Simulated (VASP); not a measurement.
Output of a VASP run:

File OSZICAR:
```
       N       E                     dE             d eps       ncg     rms          rms(c)
DAV:   1     0.448658352971E+02    0.44866E+02   -0.85340E+03  3549   0.148E+03
DAV:   2    -0.628094035424E+01   -0.51147E+02   -0.49650E+02  3372   0.741E+02
DAV:   3    -0.852819292207E+01   -0.22473E+01   -0.21578E+01  3467   0.700E+01
DAV:   4    -0.862979174199E+01   -0.10160E+00   -0.93368E-01  3582   0.839E+00
DAV:   5    -0.863244603464E+01   -0.26543E-02   -0.26482E-02  3255   0.173E+00    0.286E+01
DAV:   6    -0.864531158769E+01   -0.12866E-01   -0.23976E-02  3317   0.404E+00    0.170E+01
DAV:   7    -0.866552110862E+01   -0.20210E-01   -0.44164E-02  3180   0.533E+00    0.435E-01
DAV:   8    -0.866546163099E+01    0.59478E-04   -0.25954E-03  3162   0.646E-01    0.131E-01
DAV:   9    -0.866546225127E+01   -0.62027E-06   -0.15519E-04  3337   0.210E-01    0.225E-02
DAV:  10    -0.866545875118E+01    0.35001E-05   -0.13589E-05  3364   0.539E-02    0.227E-02
DAV:  11    -0.866545894902E+01   -0.19785E-06   -0.74667E-07  3236   0.128E-02    0.237E-03
DAV:  12    -0.866545910454E+01   -0.15551E-06   -0.39620E-08  1763   0.469E-03    0.124E-03
DAV:  13    -0.866545909307E+01    0.11469E-07   -0.15336E-08  1623   0.766E-03
   1 F= -.55450255E+01 E0= -.55452043E+01  d E =-.554503E+01
```

### OUTCAR
```
------------------------ aborting loop because EDIFF is reached ----------------------------------------
  FORCE on cell =-STRESS in cart. coord.  units (eV):
  Direction    XX          YY          ZZ          XY          YZ          ZX
  --------------------------------------------------------------------------------------
  Total        3.1271624      3.1271626      3.1360944      0.0000000      0.0000000      0.0000000
  in kB      100.2156360    100.2156438    100.5018777      0.0000000      0.0000000      0.0000000
  external PRESSURE =       0.3110525 kB  Pullay stress =     100.0000000 kB
  volume of cell :       49.99
      direct lattice vectors                 reciprocal lattice vectors
     1.670307639 -2.893057806  0.000000000     0.299346054 -0.172827518  0.000000000
     1.670307639  2.893057806  0.000000000     0.299346054  0.172827518  0.000000000
     0.000000000  0.000000000  5.172993796     0.000000000  0.000000000  0.193311657
 POSITION                                       TOTAL-FORCE (eV/Angst)
 -----------------------------------------------------------------------------------
      1.67031      0.96435      1.29325         0.000000     -0.000000      0.000000
      1.67031     -0.96435      3.87975        -0.000000      0.000000      0.000000
 -----------------------------------------------------------------------------------
    total drift:                               -0.000000      0.000059     -0.000012
  FREE ENERGIE OF THE ION-ELECTRON SYSTEM (eV)
  ---------------------------------------------------
  free  energy   TOTEN  =        -8.6654590931 eV

  energy  without entropy=       -8.6659956150  energy(sigma->0) =       -8.66563793
  enthalpy is  TOTEN    =        -5.5450254656 eV   P V=        3.1204336274

 reached required accuracy - stopping structural energy minimisation
```
(Selected blocks of OUTCAR.)

File POSCAR:
```
Lu
1
    1.6703076386    -2.8930578065     0.0000000000
    1.6703076386     2.8930578065    -0.0000000000
    0.0000000000    -0.0000000000     5.1729937957
Lu
2
Direct
  0.3333330000   0.6666670000   0.2500000000
  0.6666670000   0.3333330000   0.7500000000
```

Task: Write an INCAR and KPOINTS that could have produced this output.

Result: One answer among several that fit: the input of the run itself, PBE GGA, plane waves, VASP's PBE PAW potentials (set 64).

KPOINTS:
```
K-points
0
Gamma
 12 12 6
```

### INCAR
```
! general
SYSTEM =Lu
PREC   =Accurate
ENCUT  =480
LREAL  =.FALSE.
LASPH  =.TRUE.

! electronic loop
EDIFF  =1E-7
NELM   =100
ALGO   =Normal
LMAXMIX=6

! smearing
ISMEAR =1
SIGMA  =0.1

! functional
GGA    =PE

! ions
IBRION =2
NSW    =40
ISIF   =3
EDIFFG =-0.01
PSTRESS=100

! output
LWAVE  =.FALSE.
LCHARG =.FALSE.
```

POTCAR, in this order: Lu_3 (PBE.64 set). Program: vasp_std.

The compound is Lu in the hcp structure. It was relaxed first under an external pressure of 10 GPa.
